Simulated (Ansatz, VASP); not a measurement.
# RbAgBr2: VASP beside Ansatz

One calculation is typed for both programs; each brings its own data sets and cutoff. How far apart do they land? The cell is invented: As first built, before any earlier steps moved the atoms (in the runner's words): it takes the RbBr structure with some of its atoms replaced by other elements, volume scaled by an estimate. It may not be a known or stable phase. The cell is taken from a series of VASP runs on this material, whose earlier steps may have relaxed, scaled or displaced it; both programs get it as it stands.

Method: plane waves, with VASP 6.6.1 beside it; band structure at r2SCAN, in Ansatz 0.2.0.

## 1. The structure

It takes space group P4/mmm (No. 123, tetragonal). The conventional cell has a = 3.752 Å, b = 3.752 Å, c = 7.772 Å, α = 90.00°, β = 90.00°, γ = 90.00°. Nearest to Ag lie 8 Br at 3.17 Å. Rb has 8 Br at 3.42 Å and 4 Rb at 3.75 Å nearest. Br has 4 Ag at 3.17 Å and 4 Rb at 3.42 Å nearest. As first built, before any earlier steps moved the atoms (in the runner's words): sites of the RbBr structure (space group 221) filled with other elements, volume scaled by an estimate. Farther neighbours and most contacts between anions are not listed.

## 2. VASP: band structure, r2SCAN

Levels along a path test the potential and the projectors away from the mesh points.

Lines of VASP's logs that name or quote its potential files are left out, and so is its time.

File INCAR:

```
SYSTEM = RbAgBr2
PREC = Accurate
ENCUT = 400
EDIFF = 1E-06
NELM = 100
ISMEAR = -1
SIGMA = 0.05
LREAL = .FALSE.
ALGO = Normal
METAGGA = R2SCAN
LASPH = .TRUE.
NBANDS = 31
LORBIT = 11
LWAVE = .FALSE.
LCHARG = .FALSE.
KPAR = 2
```

File POSCAR:

```
RbAgBr2
1.0
    3.7516948035      0.0000000000      0.0000000000
    0.0000000000      3.7516948035      0.0000000000
    0.0000000000      0.0000000000      7.7717625749
Ag Rb Br
1 1 2
Direct
    0.0000000000      0.0000000000      0.5000000000
    0.0000000000      0.0000000000      0.0000000000
    0.5000000000      0.5000000000      0.7224232091
    0.5000000000      0.5000000000      0.2775767909
```

File KPOINTS:

```
Automatic mesh
0
Gamma
6 6 3
0 0 0
```

File KPOINTS_OPT:

```
Line mode
16
Line-mode
Reciprocal
  0.00000000   0.00000000   0.00000000 GAMMA
  0.00000000   0.50000000   0.00000000 X

  0.00000000   0.50000000   0.00000000 X
  0.50000000   0.50000000   0.00000000 M

  0.50000000   0.50000000   0.00000000 M
  0.00000000   0.00000000   0.00000000 GAMMA

  0.00000000   0.00000000   0.00000000 GAMMA
  0.00000000   0.00000000   0.50000000 Z

  0.00000000   0.00000000   0.50000000 Z
  0.00000000   0.50000000   0.50000000 R

  0.00000000   0.50000000   0.50000000 R
  0.50000000   0.50000000   0.50000000 A

  0.50000000   0.50000000   0.50000000 A
  0.00000000   0.00000000   0.50000000 Z

  0.00000000   0.50000000   0.00000000 X
  0.00000000   0.50000000   0.50000000 R

  0.50000000   0.50000000   0.00000000 M
  0.50000000   0.50000000   0.50000000 A
```

Potentials, in the order of the species: Ag, Rb_sv and Br (PBE family, release 64).

Run with:

```console
mpirun -np 2 vasp_std
```

Numbers of over 12 decimals in the logs are rounded to 6 here.

Output:

```text
[banner, memory and clock lines left out]
running    2 mpi-ranks, on    1 nodes
 distrk:  each k-point on    1 cores,    2 groups
 distr:  one band on    1 cores,    1 groups

 POSCAR found type information on POSCAR AgRbBr
 POSCAR found :  3 types and       4 ions
|                                                                             |
|               ----> ADVICE to this user running VASP <----                  |
|                                                                             |
|     You enforced a specific xc type in the INCAR file but a different       |
|     [... a line on the potential file left out ...]
|     I HOPE YOU KNOW WHAT YOU ARE DOING!                                     |
|                                                                             |

 LDA part: xc-table for (None), standard interpolation
 POSCAR, INCAR and KPOINTS ok, starting setup
 FFT: planning ... GRIDC
 FFT: planning ... GRID_SOFT
 FFT: planning ... GRID
 WAVECAR not read
 entering main loop
       N       E                     dE             d eps       ncg     rms          rms(c)
DAV:   1     0.107422186971E+03    0.10742E+03   -0.13179E+04  1240   0.821E+02
DAV:   2    -0.651328418897E+02   -0.17256E+03   -0.16074E+03  1476   0.189E+02
DAV:   3    -0.751718128588E+02   -0.10039E+02   -0.99660E+01  1632   0.449E+01
DAV:   4    -0.753993580849E+02   -0.22755E+00   -0.22723E+00  1712   0.571E+00
DAV:   5    -0.754009138910E+02   -0.15558E-02   -0.15558E-02  1594   0.495E-01    0.516E+00
DAV:   6    -0.660743303575E+02    0.93266E+01   -0.50829E+00  1720   0.161E+01    0.553E+00
DAV:   7    -0.659875649739E+02    0.86765E-01   -0.40609E-01  1490   0.326E+00    0.349E+00
DAV:   8    -0.659583508334E+02    0.29214E-01   -0.15137E-01  1488   0.228E+00    0.912E-01
DAV:   9    -0.659637093275E+02   -0.53585E-02   -0.18403E-02  1459   0.770E-01    0.363E-01
DAV:  10    -0.659636110593E+02    0.98268E-04   -0.52704E-03  1441   0.482E-01    0.950E-02
DAV:  11    -0.659636923999E+02   -0.81341E-04   -0.44086E-04  1505   0.168E-01    0.336E-02
DAV:  12    -0.659637048535E+02   -0.12454E-04   -0.38442E-05  1493   0.505E-02    0.121E-02
DAV:  13    -0.659637103745E+02   -0.55210E-05   -0.78722E-06  1401   0.164E-02    0.326E-03
DAV:  14    -0.659637107202E+02   -0.34565E-06   -0.73454E-07  1102   0.620E-03
   1 F= -.65963711E+02 E0= -.65963711E+02  d E =-.128571E-10
 Start KPOINTS_OPT (optional k-point list driver)
k-point batch [1-20\144]
       N       E                     dE             ncg
DAV:   1     0.508351330773E+03   -0.94148E+04     1240
DAV:   2    -0.306929639972E+04   -0.35776E+04     1460
DAV:   3    -0.326375358043E+04   -0.19446E+03     1608
DAV:   4    -0.326788360373E+04   -0.41300E+01     1806
DAV:   5    -0.326791637122E+04   -0.32767E-01     1563
DAV:   6    -0.326791682033E+04   -0.44911E-03     1716
DAV:   7    -0.326791682257E+04   -0.22424E-05     1412
DAV:   8    -0.326791682266E+04   -0.83873E-07      960
[...]
k-point batch [141-144\144]
       N       E                     dE             ncg
DAV:   1     0.169111201096E+05   -0.44378E+04      248
DAV:   2     0.162471523690E+05   -0.66397E+03      306
DAV:   3     0.162125696302E+05   -0.34583E+02      297
DAV:   4     0.162117433823E+05   -0.82625E+00      384
DAV:   5     0.162117378877E+05   -0.54945E-02      297
DAV:   6     0.162117378112E+05   -0.76554E-04      328
DAV:   7     0.162117378104E+05   -0.78800E-06      251
```

From OUTCAR (step 2):

```text
ion  position               nearest neighbor table
   1  0.000  0.000  0.500-   3 3.17   4 3.17   3 3.17   4 3.17   3 3.17   4 3.17   3 3.17   4 3.17
                             2 3.89   2 3.89
   2  0.000  0.000  0.000-   3 3.42   4 3.42   3 3.42   4 3.42   3 3.42   4 3.42   3 3.42   4 3.42
                             1 3.89   1 3.89
   3  0.500  0.500  0.722-   1 3.17   1 3.17   1 3.17   1 3.17   2 3.42   2 3.42   2 3.42   2 3.42

  LATTYP: Found a simple tetragonal cell.
 ALAT       =     3.7516948035
 C/A-ratio  =     2.0715337952

 Subroutine GETGRP returns: Found 16 space group operations
 (whereof 16 operations were pure point group operations)

The static configuration has the point symmetry D_4h.

 Found     20 irreducible k-points:

   k-points           NKPTS =     20   k-points in BZ     NKDIM =     20   number of bands    NBANDS=     31

   dimension x,y,z NGX =    24 NGY =   24 NGZ =   54
   dimension x,y,z NGXF=    48 NGYF=   48 NGZF=  108

   ENCUT  =  400.0 eV  29.40 Ry    5.42 a.u.   6.12  6.12 12.67*2*pi/ulx,y,z

   NELECT =      34.0000    total number of electrons

 k-points in reciprocal lattice and weights: Automatic mesh
   0.00000000  0.00000000  0.00000000       0.009
   0.16666667  0.00000000  0.00000000       0.037
   0.33333333  0.00000000  0.00000000       0.037
   0.50000000  0.00000000  0.00000000       0.019
   0.16666667  0.16666667  0.00000000       0.037
   0.33333333  0.16666667  0.00000000       0.074
   0.50000000  0.16666667  0.00000000       0.037
   0.33333333  0.33333333  0.00000000       0.037
   0.50000000  0.33333333  0.00000000       0.037
[...]
0.50000000  0.33333333  0.33333333       0.074
   0.50000000  0.50000000  0.33333333       0.019

 average (electrostatic) potential at core
       1 -80.2596       2 -40.9240       3 -67.4390       4 -67.4390

 E-fermi :   2.4210

 k-point     1 :       0.0000    0.0000    0.0000
  band No.  band energies     occupation
    ...
     13       0.4439      2.00000
     14       0.4440      2.00000
     15       0.4440      2.00000
     16       1.1399      2.00000
     17       1.1399      2.00000
     18       3.6824      0.00000
     19       6.9487      0.00000
     20       7.1646      0.00000
     21       7.5134      0.00000
     22      10.1866      0.00000
    ...

 k-point     2 :       0.1667    0.0000    0.0000
  band No.  band energies     occupation
    ...
     13      -0.1842      2.00000
     14       0.1924      2.00000
     15       0.6785      2.00000
     16       0.8801      2.00000
     17       1.0999      2.00000
     18       4.4646      0.00000
     19       6.9722      0.00000
     20       7.8609      0.00000
     21       8.0488      0.00000
     22       9.2300      0.00000
    ...

 k-point     3 :       0.3333    0.0000    0.0000
  band No.  band energies     occupation
    ...
     13      -0.5889      2.00000
     14      -0.3586      2.00000
     15       0.8434      2.00000
     16       1.0028      2.00000
     17       1.0337      2.00000
     18       5.1385      0.00000
     19       6.9795      0.00000
     20       8.6865      0.00000
     21       8.7139      0.00000
     22       9.3513      0.00000
    ...

  Total        0.5375849      0.5375849      0.5740493      0.0000000      0.0000000      0.0000000
  in kB        7.8737772      7.8737772      8.4078550      0.0000000      0.0000000      0.0000000
  external PRESSURE =       8.0518032 kB  Pullay stress =       0.0000000 kB

  energy-cutoff  :      400.00
  volume of cell :      109.39
      direct lattice vectors                 reciprocal lattice vectors
     3.751694803  0.000000000  0.000000000     0.266546202  0.000000000  0.000000000
     0.000000000  3.751694803  0.000000000     0.000000000  0.266546202  0.000000000
     0.000000000  0.000000000  7.771762575     0.000000000  0.000000000  0.128670941

 POSITION                                       TOTAL-FORCE (eV/Angst)
 -----------------------------------------------------------------------------------
      0.00000      0.00000      3.88588        -0.000000      0.000000     -0.000000
      0.00000      0.00000      0.00000        -0.000000      0.000000     -0.000000
      1.87585      1.87585      5.61450        -0.000000      0.000000     -0.006261
      1.87585      1.87585      2.15726         0.000000     -0.000000      0.006261
 -----------------------------------------------------------------------------------
    total drift:                                0.000000     -0.000000      0.000000

  FREE ENERGIE OF THE ION-ELECTRON SYSTEM (eV)
  ---------------------------------------------------
  free  energy   TOTEN  =       -65.9637107202 eV

  energy  without entropy=      -65.9637107202  energy(sigma->0) =      -65.96371072

 total charge
# of ion       s       p       d       tot
------------------------------------------
    1        0.152   0.088   9.387   9.627
    2        1.944   5.409   0.032   7.384
    3        1.606   3.299   0.009   4.913
    4        1.606   3.299   0.009   4.913
--------------------------------------------------
tot          5.308  12.095   9.436  26.838

[... 3 further parts left out ...]
```

Spin-orbit coupling is off here; it would split degenerate levels.

(Continued in part 2 of 2.)

[Lines on the potential files, build, host, timing and source positions are cut from VASP's logs without a mark.]

[Logs are printed without paths, hosts, clocks, repeated set-up lines and the standing remarks that a program may print on its own settings, such as how far it seeks lower states.]

[Hosts, paths, dates, database ids (printed as entryN), source tags and the programs' standing remarks are cut or masked in the printed files.]
